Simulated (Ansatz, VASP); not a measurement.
Two plane-wave programs on BaLiF3

File INCAR:

```
ALGO     = Normal         # electronic algorithm
EDIFF    = 1E-6           # SCF threshold, eV
ENCUT    = 520            # plane-wave cutoff, eV
GGA      = CA             # functional
ISIF     = 2              # what is computed and relaxed
ISMEAR   = 0              # smearing method
LASPH    = True           # aspherical terms in the spheres
LCHARG   = False          # write CHGCAR
LREAL    = False          # projectors in reciprocal space
LWAVE    = False          # write WAVECAR
NBANDS   = 25             # bands
NELM     = 80             # most SCF steps
PREC     = Accurate       # precision mode
SIGMA    = 0.1            # smearing width, eV
```

File KPOINTS:

```
k-points
0
Gamma
  4 4 4
```

POSCAR

```
BaLiF3
1.0
    3.9885816400      0.0000000000      0.0000000000
    0.0000000000      3.9885816400      0.0000000000
    0.0000000000      0.0000000000      3.9885816400
Ba Li F
1 1 3
Direct
    0.0000000000      0.0000000000      0.0000000000
    0.5000000000      0.5000000000      0.5000000000
    0.0000000000      0.5000000000      0.5000000000
    0.5000000000      0.5000000000      0.0000000000
    0.5000000000      0.0000000000      0.5000000000
```

Input for Ansatz:

```yaml
crystal:
  lattice:
    - [3.98858164, 0.0, 0.0]
    - [0.0, 3.98858164, 0.0]
    - [0.0, 0.0, 3.98858164]
  atoms:
    - { symbol: Ba, position: [0.0, 0.0, 0.0] }
    - { symbol: Li, position: [0.5, 0.5, 0.5] }
    - { symbol: F, position: [0.0, 0.5, 0.5] }
    - { symbol: F, position: [0.5, 0.5, 0.0] }
    - { symbol: F, position: [0.5, 0.0, 0.5] }
basis:
  ecutwfc: 420
kpoints:
  mp_grid: { grid: [4, 4, 4] }
hamiltonian:
  xc: lda
scf:
  occupations: { method: gaussian, width: 0.1 }
output:
  forces: true
  stress: true
  eigenvalues: true
```

The cell comes from a database or a generator and needn't be the stable form of this composition.

Alike in both runs: task single point; functional LDA; k mesh 4 × 4 × 4; occupations gaussian, width 0.1 eV; no spin polarisation.

```csv
,VASP,Ansatz
version,VASP 6.6.1,Ansatz 0.2.0
potentials or method,"VASP PAW LDA potentials, release 64 (Ba_sv, Li_sv, F)","scalar-relativistic, plane waves, PAW"
plane-wave cutoff (eV),520,420
valence electrons in the cell,34,34
```

|  | VASP | Ansatz | Ansatz less VASP |
| --- | --- | --- | --- |
| gap on the k mesh at the Fermi level (eV) | 6.47 | 6.57 | +0.095 |
| least direct gap on the mesh (eV) | 6.47 | 6.57 | +0.095 |

Caveats: spin-orbit coupling is left out, which moves the levels of the heavy elements.
